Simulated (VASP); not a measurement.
Computed with PBEsol GGA, VASP's PBE PAW potentials (set 64) (plane waves; VASP 6.6.1).

VASP input:

File POSCAR:
```
PbO
1
    3.2072998647    -0.0000000001     0.0000000000
   -1.6036499326     2.7776039403     0.0000000000
    0.0000000000     0.0000000000     6.3421913090
Pb O
2 2
Direct
  0.0000000000   0.0000000000   0.0000000000
  0.0000000000   0.0000000000   0.5000000000
  0.3333330000   0.6666670000   0.2500000000
  0.6666670000   0.3333330000   0.7500000000
```

### INCAR
```
# general
SYSTEM  = PbO
PREC    = Accurate
ENCUT   = 620   # plane-wave cut-off (eV)
LREAL   = .FALSE.   # projection in real space or not
LASPH   = .TRUE.   # aspherical one-centre terms

# electronic loop
EDIFF   = 1E-6   # SCF stop (eV)
NELM    = 100   # most electronic steps
ALGO    = Normal   # blocked Davidson
LMAXMIX = 4   # l cut-off of mixed one-centre charges

# smearing
ISMEAR  = 1   # Methfessel-Paxton
SIGMA   = 0.1

# functional
GGA     = PS   # PBEsol

# ions
IBRION  = 2
NSW     = 40   # most ionic steps
ISIF    = 3   # ions, shape and volume
EDIFFG  = -0.02
PSTRESS = 450

# output
LWAVE   = .FALSE.
LCHARG  = .FALSE.
```

KPOINTS:
```
Automatic mesh
0
Gamma
11 11 5
0 0 0
```

POTCAR, in this order: Pb_d O (PBE.64 set). Program: vasp_std.

Energy and stress use the plane-wave basis of the starting cell. Unless said otherwise, spin-orbit coupling is left out, though it shifts the bands of the heavy elements here.

Problem. Predict the energy per atom (σ→0), volume per atom, band gap (on the k-mesh).

Solution. 
* **energy per atom (σ→0)**: -4.970 eV/atom
* **band gap (on the k-mesh)**: none (metal, semimetal or under 0.01 eV)
* **volume per atom**: 13.15 Å^3/atom

### OSZICAR
```
...
   8 F= -.51031429E+01 E0= -.51028268E+01  d E =-.287271E-01
       N       E                     dE             d eps       ncg     rms          rms(c)
DAV:   1    -0.198786344673E+02    0.31363E-02   -0.70210E-03  2488   0.793E-01    0.647E-02
DAV:   2    -0.198785369061E+02    0.97561E-04   -0.35312E-04  3312   0.225E-01    0.341E-02
DAV:   3    -0.198785018276E+02    0.35078E-04   -0.48103E-05  3456   0.124E-01    0.141E-02
DAV:   4    -0.198784964245E+02    0.54031E-05   -0.17366E-05  3544   0.504E-02    0.267E-03
DAV:   5    -0.198784966340E+02   -0.20955E-06   -0.21812E-06  1832   0.234E-02
   9 F= -.51031518E+01 E0= -.51028514E+01  d E =-.287360E-01
```

The structure was generated: PbO was put into the NiAs type type (P6_3/mmc), which need not be its known phase. This run relaxes it under an external pressure of 45 GPa. Symmetry was kept, so distortions that lower it aren't found.
